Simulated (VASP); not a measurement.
# A VASP study of Zr2Ir (PBEsol): structure first, properties next, part 2 of 2

What structure and properties does PBEsol give Zr2Ir, and how near are they to the measured ones? The start is a computed cell from the Materials Project.

VASP 6.6.1; PBEsol; plane waves and PAW (Zr_sv, Ir).

So far. Step 4 (Single point with fields (PBEsol)): In this run the pressure is -0.05 GPa, small enough to go on. Step 5 (Band structure (PBEsol)): There is no gap at this level. The relaxed cell has a = 6.460, c = 5.667 Å (conventional setting).

### Step 6. Total and projected DOS (PBEsol) (continued)

The density of states has structure finer than the step of the table below, so its rows give means over 0.5 eV, whole bins alone (the curve runs from -12.0 to 1.53 eV). Peaks (eV: height): total -3.70: 14.2, -3.15: 12.9, -0.49: 9.36, 0.06: 9.00; Ir d -3.70: 8.02, -3.15: 8.31, -2.79: 4.55, -1.87: 3.76; Zr d -0.49: 3.95, 0.06: 4.03, 0.52: 3.52, 1.35: 4.67; Ir p -2.79: 0.266, -0.49: 0.780, 0.06: 0.512, 0.80: 0.729; Zr p -3.70: 0.270, -0.67: 0.249, 0.06: 0.241, 0.80: 0.287.

States under -12.0 eV and over 1.5 eV are left out. The density of states by energy, zero at the Fermi level; means over each step; values in states/eV/cell:

| energy (eV) | total | Ir d | Zr d | Ir p | Zr p | Ir s | Zr s |
| --- | --- | --- | --- | --- | --- | --- | --- |
| -8.0 | 0 | 0 | 0 | 0 | 0 | 0 | 0 |
| -7.5 | 0.0422 | 0.00279 | 0.00116 | 1.8e-4 | 2.7e-4 | 0.0166 | 0.00572 |
| -7.0 | 0.388 | 0.0331 | 0.0132 | 0.00374 | 0.00519 | 0.152 | 0.0464 |
| -6.5 | 0.882 | 0.121 | 0.0401 | 0.0130 | 0.0203 | 0.339 | 0.0771 |
| -6.0 | 1.20 | 0.204 | 0.0655 | 0.0273 | 0.0342 | 0.441 | 0.0820 |
| -5.5 | 1.15 | 0.148 | 0.0817 | 0.0448 | 0.0335 | 0.401 | 0.0852 |
| -5.0 | 2.28 | 0.847 | 0.248 | 0.0517 | 0.0312 | 0.307 | 0.155 |
| -4.5 | 6.94 | 3.40 | 0.901 | 0.0898 | 0.0769 | 0.518 | 0.308 |
| -4.0 | 7.93 | 4.20 | 1.03 | 0.138 | 0.107 | 0.272 | 0.312 |
| -3.5 | 10.5 | 6.24 | 1.29 | 0.133 | 0.216 | 0.215 | 0.159 |
| -3.0 | 7.75 | 4.88 | 0.864 | 0.167 | 0.149 | 0.132 | 0.0937 |
| -2.5 | 4.42 | 2.52 | 0.490 | 0.192 | 0.0949 | 0.111 | 0.0979 |
| -2.0 | 5.92 | 2.81 | 1.06 | 0.237 | 0.109 | 0.104 | 0.147 |
| -1.5 | 4.39 | 1.36 | 1.06 | 0.230 | 0.114 | 0.0761 | 0.130 |
| -1.0 | 3.30 | 0.373 | 1.21 | 0.276 | 0.0957 | 0.0344 | 0.0774 |
| -0.5 | 7.70 | 0.805 | 3.22 | 0.610 | 0.206 | 0.0481 | 0.0812 |
| 0.0 | 6.99 | 0.850 | 3.06 | 0.422 | 0.198 | 0.0255 | 0.0482 |
| 0.5 | 5.85 | 0.615 | 2.62 | 0.416 | 0.209 | 0.0121 | 0.0353 |
| 1.0 | 5.06 | 0.600 | 2.36 | 0.384 | 0.156 | 0.0127 | 0.0285 |

The finer mesh and the other smearing move the Fermi level by +0.03 eV from the 5×5×5 run, a small shift, which tests the Fermi level alone. Of the states within 0.3 eV of the Fermi level, the largest shares in the PAW spheres are Zr d 44 %, Ir d 12 % and Ir p 6 %. The rest lies in smaller channels or between the spheres.

### Step 7. Vibrations at Γ (PBEsol)

Zone-centre modes test whether the atoms sit at a minimum within this cell. IBRION = 8 takes the force constants from linear response, which needs tightly converged orbitals.

Input file INCAR:

```
SYSTEM = Zr2Ir
PREC = Accurate
ENCUT = 400
EDIFF = 1E-08
NELM = 100
ISMEAR = 1
SIGMA = 0.2
LREAL = .FALSE.
ALGO = Normal
GGA = PS
NBANDS = 40
LASPH = .TRUE.
LORBIT = 11
LWAVE = .FALSE.
LCHARG = .FALSE.
KPAR = 4
IBRION = 8
ISIF = 2
```

Input file POSCAR:

```
Zr2Ir
1.0
   -3.2299631517      3.2299631517      2.8333334384
    3.2299631517     -3.2299631517      2.8333334384
    3.2299631517      3.2299631517     -2.8333334384
Zr Ir
4 2
Direct
    0.6702729772      0.1702729772      0.8405459545
    0.3297270228      0.8297270228      0.1594540455
    0.8297270228      0.6702729772      0.5000000000
    0.1702729772      0.3297270228      0.5000000000
    0.7500000000      0.7500000000      0.0000000000
    0.2500000000      0.2500000000      0.0000000000
```

Input file KPOINTS:

```
Automatic mesh
0
Gamma
7 7 7
0 0 0
```

The projector-augmented-wave data sets are Zr_sv and Ir (PBE family, release 64).

Launch:

```console
mpirun -np 4 vasp_std
```

Elapsed: 22 min, on 4 MPI ranks of AMD EPYC 7R43, shared host; peak memory 2.7 GiB; 85 min of CPU time.

Energies printed during the response cycles are not total energies of the cell.

Numbers from this step:

| Property | Result |
| --- | --- |
| bands | 40 |
| irreducible k points | 40 |
| pressure of the cell | -0.05945 GPa |
| largest force of the cell | 0.02893 eV/Å |
| Fermi energy | 9.250 eV |

Modes at Γ, with each element's share of the kinetic energy:

| mode | frequency (cm⁻¹) | symmetry | Zr % | Ir % |
| --- | --- | --- | --- | --- |
| 1 | -0.6 | acoustic | 49 | 51 |
| 2 | -0.6 | acoustic | 49 | 51 |
| 3 | -0.1 | acoustic | 49 | 51 |
| 4 | 79.3 | Eg | 4 | 96 |
| 5 | 79.3 | Eg | 4 | 96 |
| 6 | 92.6 | Eu | 69 | 31 |
| 7 | 92.6 | Eu | 69 | 31 |
| 8 | 107.3 | A2u | 51 | 49 |
| 9 | 131.9 | Bg | 100 | 0 |
| 10 | 132.6 | Bu | 100 | 0 |
| 11 | 134.4 | A2g | 47 | 53 |
| 12 | 135.6 | Bg | 100 | 0 |
| 13 | 151.4 | A1g | 100 | 0 |
| 14 | 175.4 | Eu | 83 | 17 |
| 15 | 175.4 | Eu | 83 | 17 |
| 16 | 180.3 | Eg | 96 | 4 |
| 17 | 180.3 | Eg | 96 | 4 |
| 18 | 211.6 | A2g | 53 | 47 |

Displacements in mode 5 (79.3 cm⁻¹), the largest set to 1:
```
Zr1  0.00  0.00 -0.25
Zr2  0.00  0.00  0.25
Zr3  0.00  0.00  0.18
Zr4  0.00  0.00 -0.18
Ir5 -1.00  0.15  0.00
Ir6  1.00 -0.15  0.00
```

Displacements in mode 14 (175.4 cm⁻¹), the largest set to 1:
```
Zr1 -0.72  0.18  0.00
Zr2 -0.72  0.18  0.00
Zr3  1.00  0.72  0.00
Zr4  1.00  0.72  0.00
Ir5 -0.14 -0.43  0.00
Ir6 -0.14 -0.43  0.00
```

The three acoustic modes lie within 0.6 cm⁻¹ of zero, and all others are real. By the characters of their eigenvectors the optical modes sort into (cm⁻¹) Raman active: Eg 79, Bg 132, Bg 136, A1g 151, Eg 180; infrared active: Eu 93, A2u 107, Eu 175; silent: Bu 133, A2g 134, A2g 212. B labels carry no number here, since it depends on the setting of the axes. With a centre of inversion no mode is active in both.

### Step 8. Field gradients at the nuclei (PBEsol)

Field gradients probe how far the charge around each nucleus departs from cubic symmetry; LASPH keeps the non-spherical terms inside the spheres.

INCAR, as its differences from that of step 7:

```diff
@@ -3,3 +3,3 @@
 ENCUT = 400
-EDIFF = 1E-08
+EDIFF = 1E-07
 NELM = 100
@@ -16,3 +16,2 @@
 KPAR = 4
-IBRION = 8
-ISIF = 2
+LEFG = .TRUE.
```

POSCAR is that of step 7.

Input file KPOINTS:

```
Automatic mesh
0
Gamma
5 5 5
0 0 0
```

Launch:

```console
mpirun -np 4 vasp_std
```

It took 29 s on 4 MPI ranks; peak memory 0.78 GiB.

This step gave:

```yaml
electronic_steps: 15
irreducible_k_points: 18
free_energy_toten: -60.0334 eV
fermi_energy: 9.239 eV
pressure: -0.04708 GPa
```

Electric field gradients, by row:

| atom | Vxx (V/Å²) | Vyy (V/Å²) | Vzz (V/Å²) | asymmetry |
| --- | --- | --- | --- | --- |
| Zr1 | -99.27 | -7.169 | 106.4 | 0.865 |
| Zr2 | -99.27 | -7.169 | 106.4 | 0.865 |
| Zr3 | -99.27 | -7.169 | 106.4 | 0.865 |
| Zr4 | -99.27 | -7.169 | 106.4 | 0.865 |
| Ir5 | 108.2 | 108.2 | -216.4 | 0 |
| Ir6 | 108.2 | 108.2 | -216.4 | 0 |

The largest gradient, -216.37 V/Å², sits on Ir5 and like sites; times the quadrupole moment of a nucleus that has one, it gives the coupling that NMR and NQR see.

### Step 9. Summary of results

- relaxed volume: 19.71 Å³/atom
- relaxed conventional cell a, b, c: 6.460, 6.460, 5.667 Å
- space group after relaxing, within 0.02 Å: I4/mcm (No. 140)
- band gap: none, a metal
- DOS at the Fermi level: 7.96 states/eV/cell
- highest zone-centre mode: 212 cm⁻¹
- largest field gradient Vzz: -216.37 V/Å² on Ir5

In words: With PBEsol, Zr2Ir relaxes to 19.71 Å³/atom in space group I4/mcm (held by the symmetry of the run) and comes out as a metal. Band structure (PBEsol): Of the bands kept, 4 cross the Fermi level on this path. Vibrations at Γ (PBEsol): The highest mode in this list at Γ, 211.6 cm⁻¹, has its largest share on Zr (53 % of the kinetic energy). Spin-orbit coupling is left out, and with elements this heavy it would split and shift bands near the Fermi level. The k-sampling is coarse for a metal, so the Fermi level, pressures and the shape of the cell carry errors. Modes at Γ alone can't show that the crystal is stable at other wave vectors. No search among competing phases was made, and a listed structure need not be the one stable at ambient conditions. All values are for a static lattice at zero temperature.

Calculation against experiment:

```
              quantity  measured          PBEsol
lattice constant c (Å)      5.66  5.667 (+0.1 %)
```

Measured values from arxiv:2106.00268 (2021).

Verdict: The lattice constant c is off by +0.1 %: good agreement. The grades are ours: good and fair within 0.8 and 2 % for the lattice constant c. Zero-point motion and thermal expansion (measured at up to 300 K) are not in the computed lattice constants.

[Lines on the potential files, build, host, timing and source positions are cut from VASP's logs without a mark.]

[Logs are printed without paths, hosts, clocks, repeated set-up lines and the standing remarks that a program may print on its own settings, such as how far it seeks lower states.]

[Hosts, paths, dates, database ids (printed as entryN), source tags and the programs' standing remarks are cut or masked in the printed files.]

[A measured line is paired with the nearest computed mode of its activity, which favours agreement.]
